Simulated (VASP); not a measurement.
Set up this calculation in VASP 6.6.1, as the native input.

| Property | Result |
| --- | --- |
| Task | band structure |
| Functional | PBE |
| Potentials or basis | VASP PAW PBE potentials, release 64 (In_d, Sb, O) |
| Cutoff | 520 eV |
| k mesh | 10 × 10 × 4 |
| Occupations | gaussian, width 0.1 eV |
| Spin | spin-orbit coupling, no magnetisation |
| Further INCAR settings | ALGO = Normal; EDIFF = 1e-06; NBANDS = 78 |

The structure of InSbO2 lies in POSCAR:

```
InSbO2
1.0
    3.3425470000      0.0000000000      0.0000000000
   -1.6712740000      2.8947310000      0.0000000000
    0.0000000000      0.0000000000     13.6190600000
In Sb O
2 2 4
Direct
    0.0000000000      0.0000000000      0.0000000000
    0.0000000000      0.0000000000      0.5000000000
    0.3333330000      0.6666670000      0.2500000000
    0.6666670000      0.3333330000      0.7500000000
    0.3333330000      0.6666670000      0.0818710000
    0.6666670000      0.3333330000      0.5818710000
    0.3333330000      0.6666670000      0.4181290000
    0.6666670000      0.3333330000      0.9181290000
```

The cell was built by a generator and needn't be a form met in nature.

These files were run (other wordings do the same):

INCAR

```
SYSTEM = InSbO2
PREC = Accurate
ENCUT = 520
EDIFF = 1E-6
ISMEAR = 0
SIGMA = 0.1
LREAL = .FALSE.
LASPH = .TRUE.
NELM = 80
ALGO = Normal
ISIF = 2
LWAVE = .FALSE.
LCHARG = .FALSE.
MAGMOM = 0 0 0 0 0 0 0 0 0 0 0 0 0 0 0 0 0 0 0 0 0 0 0 0
LORBIT = 11
LSORBIT = .TRUE.
GGA_COMPAT = .FALSE.
GGA = PE
NBANDS = 78
KPAR = 4
```

KPOINTS

```
Automatic mesh
0
G
  10 10 4
  0 0 0
```

KPOINTS_OPT

```
path GMKGALHA,LM,KH
20
line-mode
reciprocal
 0.0000000000  0.0000000000  0.0000000000  G
 0.5000000000  0.0000000000  0.0000000000  M

 0.5000000000  0.0000000000  0.0000000000  M
 0.3333333333  0.3333333333  0.0000000000  K

 0.3333333333  0.3333333333  0.0000000000  K
 0.0000000000  0.0000000000  0.0000000000  G

 0.0000000000  0.0000000000  0.0000000000  G
 0.0000000000  0.0000000000  0.5000000000  A

 0.0000000000  0.0000000000  0.5000000000  A
 0.5000000000  0.0000000000  0.5000000000  L

 0.5000000000  0.0000000000  0.5000000000  L
 0.3333333333  0.3333333333  0.5000000000  H

 0.3333333333  0.3333333333  0.5000000000  H
 0.0000000000  0.0000000000  0.5000000000  A

 0.5000000000  0.0000000000  0.5000000000  L
 0.5000000000  0.0000000000  0.0000000000  M

 0.3333333333  0.3333333333  0.0000000000  K
 0.3333333333  0.3333333333  0.5000000000  H
```

Potentials or basis: VASP PAW PBE potentials, release 64 (In_d, Sb, O).

The run is started by

```sh
$ cat potpaw_PBE.64/In_d/POTCAR potpaw_PBE.64/Sb/POTCAR potpaw_PBE.64/O/POTCAR > POTCAR
$ mpirun -np 4 vasp_ncl > vasp.out
```

Results of the run:

| Quantity | Value |
| --- | --- |
| Pressure | 0.0 GPa |
| Largest force | 0.015 eV/Å |
| Valence electrons inside the program's atomic spheres | In 11.29; Sb 2.28; O 4.97 |

Run time: 14 min on 4 MPI ranks on Intel(R) Xeon(R) Platinum 8488C (Sapphire Rapids), on a shared host, peak memory 1.2 GiB a rank.
